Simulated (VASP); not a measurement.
# ZnS (Wurtzite-2H) with LDA: from relaxation to properties, part 3 of 4

What structure does ZnS (Wurtzite-2H) take at this level, and what are its properties? The start is a cell from a database of measured crystal structures.

VASP 6.6.1; LDA; plane waves and PAW (Zn, S).

So far, gap on the k-mesh (eV): step 2 (relaxing cell and atoms (LDA)) 2.22; step 6 (density of states (LDA)) 2.22.

The database entry behind the starting cell has ideal inner coordinates that were not refined, so it need not match the best structure at ambient conditions.

## Step 7: Volume scan with LDA, volume scale 0.94

An equation of state needs energies on both sides of the minimum, all on one mesh and cutoff.

INCAR

```
SYSTEM = ZnS
PREC = Accurate
ENCUT = 400
EDIFF = 1E-06
NELM = 100
ISMEAR = 0
SIGMA = 0.05
LREAL = .FALSE.
ALGO = Normal
GGA = CA
NBANDS = 24
LORBIT = 11
LWAVE = .FALSE.
LCHARG = .FALSE.
KPAR = 4
ISIF = 2
```

POSCAR

```
ZnS
1.0
    3.6625696692      0.0000000000      0.0000000000
   -1.8312848346      3.1718783766      0.0000000000
    0.0000000000      0.0000000000      6.0175927413
Zn S
2 2
Direct
    0.3333333333      0.6666666667      0.0005974774
    0.6666666667      0.3333333333      0.5005974774
    0.3333333333      0.6666666667      0.3744025226
    0.6666666667      0.3333333333      0.8744025226
```

KPOINTS

```
Automatic mesh
0
Gamma
6 6 3
0 0 0
```

Potentials, in the order of the species: Zn and S (LDA family, release 64).

The run is started by

```console
$ mpirun -np 4 vasp_std
```

The program printed:

```text
[... set-up lines as in an earlier step ...]
 entering main loop
       N       E                     dE             d eps       ncg     rms          rms(c)
DAV:   1     0.215611072370E+03    0.21561E+03   -0.15029E+04   672   0.159E+03
DAV:   2     0.148550584319E+01   -0.21413E+03   -0.20817E+03   712   0.333E+02
DAV:   3    -0.168776924332E+02   -0.18363E+02   -0.18281E+02   840   0.105E+02
DAV:   4    -0.172207216596E+02   -0.34303E+00   -0.34279E+00   808   0.149E+01
DAV:   5    -0.172272005493E+02   -0.64789E-02   -0.64782E-02   864   0.195E+00    0.123E+01
DAV:   6    -0.163395126528E+02    0.88769E+00   -0.20016E+00   984   0.443E+01    0.910E+00
DAV:   7    -0.163337872418E+02    0.57254E-02   -0.18648E+00   728   0.842E+00    0.349E+00
DAV:   8    -0.163085965965E+02    0.25191E-01   -0.63022E-02   896   0.189E+00    0.108E+00
DAV:   9    -0.163058797286E+02    0.27169E-02   -0.22149E-02   872   0.157E+00    0.295E-01
DAV:  10    -0.163059135998E+02   -0.33871E-04   -0.62592E-04   864   0.342E-01    0.178E-01
DAV:  11    -0.163059347198E+02   -0.21120E-04   -0.48076E-05   784   0.643E-02    0.758E-02
DAV:  12    -0.163059310964E+02    0.36235E-05   -0.16287E-05  1032   0.813E-02    0.141E-02
DAV:  13    -0.163059313203E+02   -0.22395E-06   -0.18082E-06   552   0.275E-02
   1 F= -.16305931E+02 E0= -.16305931E+02  d E =-.247492E-14
```

The job ended after 2.4 s (4 MPI ranks of Intel Xeon 6975P-C (Granite Rapids), shared host; peak memory 0.54 GiB; 6.9 s of CPU time).

Parts of OUTCAR (step 7):

```text
   ENCUT  =  400.0 eV  29.40 Ry    5.42 a.u.   5.97  5.97  9.81*2*pi/ulx,y,z

   NELECT =      36.0000    total number of electrons

 E-fermi :   3.4372

 k-point     1 :       0.0000    0.0000    0.0000
  band No.  band energies     occupation
    ...
     14       2.0905      2.00000
     15       2.0905      2.00000
     16       3.0686      2.00000
     17       3.1819      2.00000
     18       3.1819      2.00000
     19       5.7011      0.00000
     20       6.3020      0.00000
     21       9.2386      0.00000
     22       9.2386      0.00000
     23       9.4902      0.00000
    ...

  Total        2.6904315      2.6904315      2.7686917      0.0000000     -0.0000000      0.0000000
  in kB       61.6605381     61.6605381     63.4541407      0.0000000     -0.0000000      0.0000000
  external PRESSURE =      62.2584057 kB  Pullay stress =       0.0000000 kB

 POSITION                                       TOTAL-FORCE (eV/Angst)
 -----------------------------------------------------------------------------------
     -0.00000      2.11459      0.00360         0.000000     -0.000000      0.017676
      1.83128      1.05729      3.01239         0.000000      0.000000      0.017676
     -0.00000      2.11459      2.25300         0.000000     -0.000000     -0.017676
      1.83128      1.05729      5.26180        -0.000000      0.000000     -0.017676
 -----------------------------------------------------------------------------------
    total drift:                               -0.000001     -0.000002     -0.000012

  FREE ENERGIE OF THE ION-ELECTRON SYSTEM (eV)
  ---------------------------------------------------
  free  energy   TOTEN  =       -16.3059313203 eV

  energy  without entropy=      -16.3059313203  energy(sigma->0) =      -16.30593132

[... 5 parts as in an earlier step ...]

[... 11 further parts left out ...]
```

The scan keeps the cell's shape and the fractional positions fixed.

This step gave:

```
SCF cycles                     : 13
bands                          : 24
irreducible k-points           : 14
free energy (TOTEN)            : -16.31 eV
Fermi energy                   : 3.437 eV
pressure                       : 6.226 GPa
gap on the k-mesh              : 2.519 eV
least direct gap on the k-mesh : 2.519 eV
```

The pressure here is 6.23 GPa.

## Step 8: Volume scan with LDA, volume scale 0.96

INCAR is that of step 7.

POSCAR

```
ZnS
1.0
    3.6883632632      0.0000000000      0.0000000000
   -1.8441816316      3.1942162842      0.0000000000
    0.0000000000      0.0000000000      6.0599715512
Zn S
2 2
Direct
    0.3333333333      0.6666666667      0.0005974774
    0.6666666667      0.3333333333      0.5005974774
    0.3333333333      0.6666666667      0.3744025226
    0.6666666667      0.3333333333      0.8744025226
```

KPOINTS is that of step 7.

The run is started by

```console
$ mpirun -np 4 vasp_std
```

The program printed:

```text
[... set-up lines as in an earlier step ...]
 entering main loop
       N       E                     dE             d eps       ncg     rms          rms(c)
DAV:   1     0.210569877348E+03    0.21057E+03   -0.14953E+04   672   0.156E+03
DAV:   2     0.765338733592E+00   -0.20980E+03   -0.20247E+03   704   0.328E+02
DAV:   3    -0.169262579268E+02   -0.17692E+02   -0.17608E+02   848   0.102E+02
DAV:   4    -0.172534544595E+02   -0.32720E+00   -0.32704E+00   800   0.145E+01
DAV:   5    -0.172597405660E+02   -0.62861E-02   -0.62855E-02   880   0.191E+00    0.118E+01
DAV:   6    -0.163859260551E+02    0.87381E+00   -0.19633E+00   968   0.436E+01    0.877E+00
DAV:   7    -0.163811548208E+02    0.47712E-02   -0.17921E+00   736   0.817E+00    0.342E+00
DAV:   8    -0.163569441853E+02    0.24211E-01   -0.64354E-02   920   0.205E+00    0.104E+00
DAV:   9    -0.163548110925E+02    0.21331E-02   -0.20396E-02   912   0.163E+00    0.292E-01
DAV:  10    -0.163548439741E+02   -0.32882E-04   -0.58884E-04   832   0.335E-01    0.172E-01
DAV:  11    -0.163548642405E+02   -0.20266E-04   -0.60176E-05   816   0.666E-02    0.783E-02
DAV:  12    -0.163548615354E+02    0.27051E-05   -0.69150E-06   928   0.244E-02    0.112E-02
DAV:  13    -0.163548616993E+02   -0.16381E-06   -0.82423E-07   448   0.132E-02
   1 F= -.16354862E+02 E0= -.16354862E+02  d E =-.692785E-11
```

Elapsed: 2.4 s, on 4 MPI ranks; peak memory 0.53 GiB.

Parts of OUTCAR (step 8):

```text
   ENCUT  =  400.0 eV  29.40 Ry    5.42 a.u.   6.01  6.01  9.88*2*pi/ulx,y,z

   NELECT =      36.0000    total number of electrons

 E-fermi :   3.1681

 k-point     1 :       0.0000    0.0000    0.0000
  band No.  band energies     occupation
    ...
     14       1.8994      2.00000
     15       1.8994      2.00000
     16       2.8455      2.00000
     17       2.9551      2.00000
     18       2.9551      2.00000
     19       5.3722      0.00000
     20       6.0405      0.00000
     21       9.0357      0.00000
     22       9.0357      0.00000
     23       9.2864      0.00000
    ...

  Total        1.7202576      1.7202576      1.7743414      0.0000000      0.0000000      0.0000000
  in kB       38.6042807     38.6042807     39.8179752      0.0000000      0.0000000      0.0000000
  external PRESSURE =      39.0088456 kB  Pullay stress =       0.0000000 kB

 POSITION                                       TOTAL-FORCE (eV/Angst)
 -----------------------------------------------------------------------------------
     -0.00000      2.12948      0.00362        -0.000000      0.000000      0.011118
      1.84418      1.06474      3.03361         0.000000     -0.000000      0.011118
     -0.00000      2.12948      2.26887         0.000000      0.000000     -0.011118
      1.84418      1.06474      5.29885        -0.000000      0.000000     -0.011118
 -----------------------------------------------------------------------------------
    total drift:                               -0.000001     -0.000002     -0.000356

  FREE ENERGIE OF THE ION-ELECTRON SYSTEM (eV)
  ---------------------------------------------------
  free  energy   TOTEN  =       -16.3548616993 eV

  energy  without entropy=      -16.3548616993  energy(sigma->0) =      -16.35486170

[... 4 parts as in an earlier step ...]

[... 12 further parts left out ...]
```

Numbers from this step:

* free energy (TOTEN): -16.35 eV
* Fermi energy: 3.168 eV
* pressure: 3.901 GPa
* gap on the k-mesh: 2.417 eV
* least direct gap on the k-mesh: 2.417 eV

The pressure falls from 6.23 to 3.90 GPa.

The run ends at a pressure of 3.90 GPa, with forces up to 0.011 eV/Å.

## Step 9: Volume scan with LDA, volume scale 0.98

INCAR is that of step 8.

POSCAR

```
ZnS
1.0
    3.7138010550      0.0000000000      0.0000000000
   -1.8569005275      3.2162460582      0.0000000000
    0.0000000000      0.0000000000      6.1017657792
Zn S
2 2
Direct
    0.3333333333      0.6666666667      0.0005974774
    0.6666666667      0.3333333333      0.5005974774
    0.3333333333      0.6666666667      0.3744025226
    0.6666666667      0.3333333333      0.8744025226
```

KPOINTS is that of step 8.

The run is started by

```console
$ mpirun -np 4 vasp_std
```

The program printed:

```text
[... set-up lines as in an earlier step ...]
 entering main loop
       N       E                     dE             d eps       ncg     rms          rms(c)
DAV:   1     0.210780496037E+03    0.21078E+03   -0.15172E+04   672   0.156E+03
DAV:   2     0.779944064368E+00   -0.21000E+03   -0.20418E+03   736   0.330E+02
DAV:   3    -0.169399912293E+02   -0.17720E+02   -0.17645E+02   856   0.103E+02
DAV:   4    -0.172682607791E+02   -0.32827E+00   -0.32814E+00   760   0.145E+01
[...]
DAV:  11    -0.163837991342E+02   -0.19992E-04   -0.63671E-05   816   0.773E-02    0.760E-02
DAV:  12    -0.163837970647E+02    0.20695E-05   -0.69969E-06   808   0.222E-02    0.876E-03
DAV:  13    -0.163837971844E+02   -0.11971E-06   -0.36855E-07   424   0.482E-03
   1 F= -.16383797E+02 E0= -.16383797E+02  d E =-.677900E-14
```

Elapsed: 2.6 s, on 4 MPI ranks; peak memory 0.53 GiB.

Parts of OUTCAR (step 9):

```text
  Total        0.8240709      0.8240709      0.8555911      0.0000000      0.0000000      0.0000000
  in kB       18.1155581     18.1155581     18.8084682      0.0000000      0.0000000      0.0000000
  external PRESSURE =      18.3465281 kB  Pullay stress =       0.0000000 kB

 POSITION                                       TOTAL-FORCE (eV/Angst)
 -----------------------------------------------------------------------------------
     -0.00000      2.14416      0.00365        -0.000000      0.000000      0.005408
      1.85690      1.07208      3.05453         0.000000      0.000000      0.005408
     -0.00000      2.14416      2.28452         0.000000      0.000000     -0.005408
      1.85690      1.07208      5.33540        -0.000000      0.000000     -0.005408
 -----------------------------------------------------------------------------------
    total drift:                               -0.000001     -0.000002      0.000939

  FREE ENERGIE OF THE ION-ELECTRON SYSTEM (eV)
  ---------------------------------------------------
  free  energy   TOTEN  =       -16.3837971844 eV

  energy  without entropy=      -16.3837971844  energy(sigma->0) =      -16.38379718

[... 1 part as in an earlier step ...]

[... 2 further parts left out ...]
[key lines of the parts left out:]
E-fermi :   2.9888
```

The pressure falls from 3.90 to 1.83 GPa.

The run ends at a pressure of 1.83 GPa, with forces up to 0.0054 eV/Å.

## Step 10: Volume scan with LDA, volume scale 1

INCAR is that of step 9.

POSCAR

```
ZnS
1.0
    3.7388950666      0.0000000000      0.0000000000
   -1.8694475333      3.2379781097      0.0000000000
    0.0000000000      0.0000000000      6.1429951770
Zn S
2 2
Direct
    0.3333333333      0.6666666667      0.0005974774
    0.6666666667      0.3333333333      0.5005974774
    0.3333333333      0.6666666667      0.3744025226
    0.6666666667      0.3333333333      0.8744025226
```

KPOINTS is that of step 9.

The run is started by

```console
$ mpirun -np 4 vasp_std
```

The program printed:

```text
[... set-up lines as in an earlier step ...]
 entering main loop
       N       E                     dE             d eps       ncg     rms          rms(c)
[... 13 cycles as in an earlier step ...]
   1 F= -.16394842E+02 E0= -.16394842E+02  d E =-.770457E-17
```

The job ended after 2.6 s (4 MPI ranks; peak memory 0.52 GiB; 7.8 s of CPU time).

From OUTCAR (step 10):

```text
[... 6 parts as in an earlier step ...]

[... 1 further part left out ...]
[key lines of the parts left out:]
E-fermi :   2.8134
```

The pressure falls from 1.83 to -0.01 GPa.

The run ends at a pressure of -0.01 GPa.

## Step 11: Volume scan with LDA, volume scale 1.02

INCAR is that of step 10.

POSCAR

```
ZnS
1.0
    3.7636566827      0.0000000000      0.0000000000
   -1.8818283414      3.2594222983      0.0000000000
    0.0000000000      0.0000000000      6.1836784499
Zn S
2 2
Direct
    0.3333333333      0.6666666667      0.0005974774
    0.6666666667      0.3333333333      0.5005974774
    0.3333333333      0.6666666667      0.3744025226
    0.6666666667      0.3333333333      0.8744025226
```

KPOINTS is that of step 10.

The run is started by

```console
$ mpirun -np 4 vasp_std
```

The program printed:

```text
[... set-up lines as in an earlier step ...]
 entering main loop
       N       E                     dE             d eps       ncg     rms          rms(c)
DAV:   1     0.211042804131E+03    0.21104E+03   -0.15012E+04   672   0.153E+03
DAV:   2     0.796442067027E+00   -0.21025E+03   -0.20384E+03   728   0.329E+02
DAV:   3    -0.169286358267E+02   -0.17725E+02   -0.17653E+02   832   0.102E+02
DAV:   4    -0.172530025595E+02   -0.32437E+00   -0.32419E+00   824   0.144E+01
[...]
DAV:  11    -0.163894901476E+02   -0.21253E-04   -0.70633E-05   800   0.102E-01    0.934E-02
DAV:  12    -0.163894871593E+02    0.29883E-05   -0.16919E-05   840   0.672E-02    0.896E-03
DAV:  13    -0.163894873444E+02   -0.18503E-06   -0.70029E-07   464   0.630E-03
   1 F= -.16389487E+02 E0= -.16389487E+02  d E =-.110249E-12
```

The job ended after 3.4 s (4 MPI ranks; peak memory 0.56 GiB).

Parts of OUTCAR (step 11):

```text
  Total       -0.7811603     -0.7811603     -0.7932995      0.0000000      0.0000000     -0.0000000
  in kB      -16.4988330    -16.4988330    -16.7552246      0.0000000      0.0000000     -0.0000000
  external PRESSURE =     -16.5842969 kB  Pullay stress =       0.0000000 kB

 POSITION                                       TOTAL-FORCE (eV/Angst)
 -----------------------------------------------------------------------------------
     -0.00000      2.17295      0.00369        -0.000000      0.000000     -0.005510
      1.88183      1.08647      3.09553         0.000000     -0.000000     -0.005510
     -0.00000      2.17295      2.31518        -0.000000      0.000000      0.005510
      1.88183      1.08647      5.40702         0.000000     -0.000000      0.005510
 -----------------------------------------------------------------------------------
    total drift:                               -0.000000     -0.000001     -0.001234

  FREE ENERGIE OF THE ION-ELECTRON SYSTEM (eV)
  ---------------------------------------------------
  free  energy   TOTEN  =       -16.3894873444 eV

  energy  without entropy=      -16.3894873444  energy(sigma->0) =      -16.38948734

[... 1 part as in an earlier step ...]

[... 2 further parts left out ...]
[key lines of the parts left out:]
E-fermi :   2.5689
```

The pressure falls from -0.01 to -1.66 GPa.

The run ends at a pressure of -1.66 GPa, with forces up to 0.0055 eV/Å.

## Step 12: Volume scan with LDA, volume scale 1.04

INCAR is that of step 11.

POSCAR

```
ZnS
1.0
    3.7880966966      0.0000000000      0.0000000000
   -1.8940483483      3.2805879712      0.0000000000
    0.0000000000      0.0000000000      6.2238333312
Zn S
2 2
Direct
    0.3333333333      0.6666666667      0.0005974774
    0.6666666667      0.3333333333      0.5005974774
    0.3333333333      0.6666666667      0.3744025226
    0.6666666667      0.3333333333      0.8744025226
```

KPOINTS is that of step 11.

The run is started by

```console
$ mpirun -np 4 vasp_std
```

The program printed:

```text
[... set-up lines as in an earlier step ...]
 entering main loop
       N       E                     dE             d eps       ncg     rms          rms(c)
DAV:   1     0.205200020732E+03    0.20520E+03   -0.14913E+04   672   0.151E+03
DAV:   2     0.472095824794E+00   -0.20473E+03   -0.19914E+03   728   0.320E+02
DAV:   3    -0.169085821580E+02   -0.17381E+02   -0.17305E+02   832   0.100E+02
DAV:   4    -0.172258826737E+02   -0.31730E+00   -0.31719E+00   792   0.141E+01
[...]
DAV:  11    -0.163695839997E+02   -0.22595E-04   -0.70825E-05   808   0.113E-01    0.933E-02
DAV:  12    -0.163695805039E+02    0.34958E-05   -0.22130E-05   832   0.884E-02    0.859E-03
DAV:  13    -0.163695807324E+02   -0.22851E-06   -0.10886E-06   472   0.812E-03
   1 F= -.16369581E+02 E0= -.16369581E+02  d E =-.512502E-15
```

It took 3.6 s on 4 MPI ranks; peak memory 0.58 GiB; 12 s of CPU time.

From OUTCAR (step 12):

```text
  Total       -1.5054646     -1.5054646     -1.5393449      0.0000000      0.0000000     -0.0000000
  in kB      -31.1853358    -31.1853358    -31.8871592      0.0000000      0.0000000     -0.0000000
  external PRESSURE =     -31.4192769 kB  Pullay stress =       0.0000000 kB

 POSITION                                       TOTAL-FORCE (eV/Angst)
 -----------------------------------------------------------------------------------
     -0.00000      2.18706      0.00372         0.000000      0.000000     -0.009508
      1.89405      1.09353      3.11564        -0.000000     -0.000000     -0.009508
     -0.00000      2.18706      2.33022         0.000000     -0.000000      0.009508
      1.89405      1.09353      5.44214        -0.000000      0.000000      0.009508
 -----------------------------------------------------------------------------------
    total drift:                               -0.000000     -0.000000      0.001953

  FREE ENERGIE OF THE ION-ELECTRON SYSTEM (eV)
  ---------------------------------------------------
  free  energy   TOTEN  =       -16.3695807324 eV

  energy  without entropy=      -16.3695807324  energy(sigma->0) =      -16.36958073

[... 1 part as in an earlier step ...]

[... 2 further parts left out ...]
[key lines of the parts left out:]
E-fermi :   2.4058
```

The pressure falls from -1.66 to -3.14 GPa.

The run ends at a pressure of -3.14 GPa, with forces up to 0.0095 eV/Å.

[end of part 3 of 4]

[Lines on the potential files, build, host, timing and source positions are cut from VASP's logs without a mark.]

[Logs are printed without paths, hosts, clocks, repeated set-up lines and the standing remarks that a program may print on its own settings, such as how far it seeks lower states.]

[Hosts, paths, dates, database ids (printed as entryN), source tags and the programs' standing remarks are cut or masked in the printed files.]

[A measured line is paired with the nearest computed mode of its activity, which favours agreement.]
